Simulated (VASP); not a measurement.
Computed with r2SCAN meta-GGA, VASP's PBE PAW potentials (set 64) (plane waves; VASP).

VASP ran on this input.

### POSCAR
```
Cs
1
   -2.7500750000     2.7500750000     4.0972400000
    2.7500750000    -2.7500750000     4.0972400000
    2.7500750000     2.7500750000    -4.0972400000
Cs
1
Direct
  0.0000000000   0.0000000000   0.0000000000
```

KPOINTS:
```
Regular mesh
0
gamma
  9 9 9
```

INCAR:
```
SYSTEM = Cs
PREC = Accurate
ENCUT = 400
EDIFF = 1E-6
NELM = 100
ALGO = Normal
LREAL = .FALSE.
LASPH = .TRUE.
ISMEAR = 1
SIGMA = 0.1
METAGGA = R2SCAN
LMIXTAU = .TRUE.
LMAXMIX = 4
LWAVE = .FALSE.
LCHARG = .FALSE.
IBRION = 2
ISIF = 3
NSW = 60
EDIFFG = -0.01
```

POTCAR, in this order: Cs_sv (PBE.64 set). Program: vasp_std.

Output of the run:

OSZICAR:
```
       N       E                     dE             d eps       ncg     rms          rms(c)
DAV:   1     0.262264769733E+02    0.26226E+02   -0.26424E+03  1200   0.659E+02
DAV:   2    -0.225541254509E+02   -0.48781E+02   -0.47911E+02  1616   0.122E+02
DAV:   3    -0.269940948301E+02   -0.44400E+01   -0.44395E+01  1232   0.447E+01
DAV:   4    -0.270572674937E+02   -0.63173E-01   -0.63172E-01  2136   0.633E+00
DAV:   5    -0.270573404057E+02   -0.72912E-04   -0.72912E-04  1544   0.136E-01    0.248E-01
DAV:   6    -0.257993565570E+02    0.12580E+01   -0.95822E-02  1216   0.343E+00    0.250E-01
DAV:   7    -0.245180862699E+02    0.12813E+01   -0.78535E-01  1352   0.550E+00    0.457E-01
DAV:   8    -0.249902314957E+02   -0.47215E+00   -0.54270E-01  1400   0.593E+00    0.107E-01
DAV:   9    -0.246788194594E+02    0.31141E+00   -0.48469E-01  1400   0.547E+00    0.319E-01
DAV:  10    -0.249822927581E+02   -0.30347E+00   -0.24707E-01  1248   0.451E+00    0.437E-02
DAV:  11    -0.250109431329E+02   -0.28650E-01   -0.66146E-02  1216   0.237E+00    0.725E-02
DAV:  12    -0.250153935796E+02   -0.44504E-02   -0.18368E-03  1728   0.521E-01    0.108E-01
DAV:  13    -0.249733594364E+02    0.42034E-01   -0.74757E-02  1408   0.240E+00    0.496E-02
DAV:  14    -0.249940978783E+02   -0.20738E-01   -0.13301E-02  1248   0.490E-01    0.551E-02
DAV:  15    -0.250133164955E+02   -0.19219E-01   -0.23419E-02  1200   0.130E+00    0.377E-02
DAV:  16    -0.250130917368E+02    0.22476E-03   -0.14595E-04  2256   0.976E-02    0.368E-02
DAV:  17    -0.250201569027E+02   -0.70652E-02   -0.23806E-02  1200   0.190E+00    0.317E-02
DAV:  18    -0.250151910728E+02    0.49658E-02   -0.27865E-03  1208   0.598E-01    0.366E-02
DAV:  19    -0.250144252565E+02    0.76582E-03   -0.53026E-03  1200   0.608E-01    0.465E-02
DAV:  20    -0.250143944950E+02    0.30762E-04   -0.22947E-04  1664   0.146E-01    0.485E-02
DAV:  21    -0.250145184840E+02   -0.12399E-03   -0.33613E-04  1216   0.223E-01    0.576E-02
DAV:  22    -0.250145264778E+02   -0.79937E-05   -0.99382E-06  1984   0.344E-02    0.601E-02
DAV:  23    -0.250144401626E+02    0.86315E-04   -0.78707E-04  1208   0.324E-01    0.531E-02
DAV:  24    -0.250147928166E+02   -0.35265E-03   -0.28152E-03  1200   0.598E-01    0.449E-02
DAV:  25    -0.250147777382E+02    0.15078E-04   -0.14991E-03  1216   0.406E-01    0.325E-02
DAV:  26    -0.250142659682E+02    0.51177E-03   -0.52071E-04  1232   0.186E-01    0.335E-02
DAV:  27    -0.250155451130E+02   -0.12791E-02   -0.25000E-03  1200   0.569E-01    0.347E-02
DAV:  28    -0.250153366283E+02    0.20848E-03   -0.29335E-04  1200   0.152E-01    0.330E-02
DAV:  29    -0.250152858148E+02    0.50813E-04   -0.48033E-04  1200   0.259E-01    0.315E-02
DAV:  30    -0.250151713169E+02    0.11450E-03   -0.35585E-04  1200   0.171E-01    0.260E-02
DAV:  31    -0.250151729522E+02   -0.16352E-05   -0.31702E-05  1296   0.574E-02    0.212E-02
DAV:  32    -0.250151217000E+02    0.51252E-04   -0.55965E-05  1208   0.842E-02    0.174E-02
DAV:  33    -0.250151519737E+02   -0.30274E-04   -0.52112E-05  1200   0.747E-02    0.122E-02
DAV:  34    -0.250151308350E+02    0.21139E-04   -0.85067E-06  1248   0.306E-02    0.106E-02
DAV:  35    -0.250151217108E+02    0.91242E-05   -0.10148E-05  1200   0.323E-02    0.749E-03
DAV:  36    -0.250151311940E+02   -0.94832E-05   -0.99444E-06  1216   0.421E-02    0.569E-03
DAV:  37    -0.250151249884E+02    0.62056E-05   -0.33679E-06  1216   0.172E-02    0.401E-03
DAV:  38    -0.250151262058E+02   -0.12174E-05   -0.16800E-06  1376   0.148E-02    0.319E-03
DAV:  39    -0.250151265914E+02   -0.38565E-06   -0.18993E-06  1232   0.115E-02
   1 F= -.25015127E+02 E0= -.25015257E+02  d E =-.250151E+02
       N       E                     dE             d eps       ncg     rms          rms(c)
DAV:   1    -0.250156452808E+02   -0.51907E-03   -0.13316E-02  1200   0.773E-01    0.968E-02
DAV:   2    -0.250152995888E+02    0.34569E-03   -0.67723E-04  1200   0.191E-01    0.472E-02
DAV:   3    -0.250150262480E+02    0.27334E-03   -0.10168E-03  1240   0.393E-01    0.109E-02
DAV:   4    -0.250151709039E+02   -0.14466E-03   -0.30344E-04  1200   0.213E-01    0.910E-03
DAV:   5    -0.250152046238E+02   -0.33720E-04   -0.24979E-05  1328   0.551E-02    0.534E-03
DAV:   6    -0.250152134858E+02   -0.88621E-05   -0.81629E-05  1232   0.839E-02    0.187E-03
DAV:   7    -0.250152064718E+02    0.70140E-05   -0.87109E-06  1200   0.283E-02    0.508E-04
DAV:   8    -0.250152061340E+02    0.33781E-06   -0.21718E-06  1248   0.130E-02
   2 F= -.25015206E+02 E0= -.25015335E+02  d E =-.795426E-04
       N       E                     dE             d eps       ncg     rms          rms(c)
DAV:   1    -0.250193667154E+02   -0.41602E-02   -0.12098E-01  1200   0.233E+00    0.291E-01
DAV:   2    -0.250162679351E+02    0.30988E-02   -0.55353E-03  1200   0.534E-01    0.143E-01
DAV:   3    -0.250138091996E+02    0.24587E-02   -0.81575E-03  1280   0.104E+00    0.329E-02
DAV:   4    -0.250151256259E+02   -0.13164E-02   -0.24835E-03  1200   0.593E-01    0.274E-02
DAV:   5    -0.250153412425E+02   -0.21562E-03   -0.21109E-04  1360   0.163E-01    0.148E-02
DAV:   6    -0.250153609849E+02   -0.19742E-04   -0.68168E-04  1200   0.243E-01    0.525E-03
DAV:   7    -0.250153175738E+02    0.43411E-04   -0.11123E-04  1200   0.106E-01    0.125E-03
DAV:   8    -0.250153147075E+02    0.28663E-05   -0.28499E-05  1200   0.482E-02    0.750E-04
DAV:   9    -0.250153161932E+02   -0.14857E-05   -0.74363E-06  1296   0.322E-02    0.624E-04
DAV:  10    -0.250153136948E+02    0.24984E-05   -0.47160E-06  1256   0.188E-02    0.522E-04
DAV:  11    -0.250153134264E+02    0.26841E-06   -0.43150E-07  1544   0.613E-03
   3 F= -.25015313E+02 E0= -.25015444E+02  d E =-.186835E-03
```

**OUTCAR**
```
------------------------ aborting loop because EDIFF is reached ----------------------------------------
  FORCE on cell =-STRESS in cart. coord.  units (eV):
  Direction    XX          YY          ZZ          XY          YZ          ZX
  --------------------------------------------------------------------------------------
  Total        0.0026007      0.0026007     -0.0072585      0.0000000      0.0000000      0.0000000
  in kB        0.0340780      0.0340780     -0.0951114      0.0000000      0.0000000      0.0000000
  external PRESSURE =      -0.0089852 kB  Pullay stress =       0.0000000 kB
  volume of cell :      122.27
      direct lattice vectors                 reciprocal lattice vectors
    -2.739510861  2.739510861  4.073020336     0.000000000  0.182514334  0.122759024
     2.739510861 -2.739510861  4.073020336     0.182514334  0.000000000  0.122759024
     2.739510861  2.739510861 -4.073020336     0.182514334  0.182514334  0.000000000
 POSITION                                       TOTAL-FORCE (eV/Angst)
 -----------------------------------------------------------------------------------
      0.00000      0.00000      0.00000        -0.000000      0.000000     -0.000000
 -----------------------------------------------------------------------------------
    total drift:                                0.000000      0.000000     -0.000000
  FREE ENERGIE OF THE ION-ELECTRON SYSTEM (eV)
  ---------------------------------------------------
  free  energy   TOTEN  =       -25.0153134264 eV

  energy  without entropy=      -25.0157060571  energy(sigma->0) =      -25.01544430

 reached required accuracy - stopping structural energy minimisation
```
(Selected blocks of OUTCAR.)

**CONTCAR**
```
Cs
   1.00000000000000
    -2.7395108608498497    2.7395108608498497    4.0730203358596038
     2.7395108608498497   -2.7395108608498497    4.0730203358596038
     2.7395108608498497    2.7395108608498497   -4.0730203358596038
  Cs
     1
Direct
     0.0000000000000000    0.0000000000000000    0.0000000000000000
```

The structure comes from a computed database's Cs entry (I4/mmm); how it stands against other phases isn't given here. This run relaxes it. Symmetry was kept, so distortions that lower it aren't found.
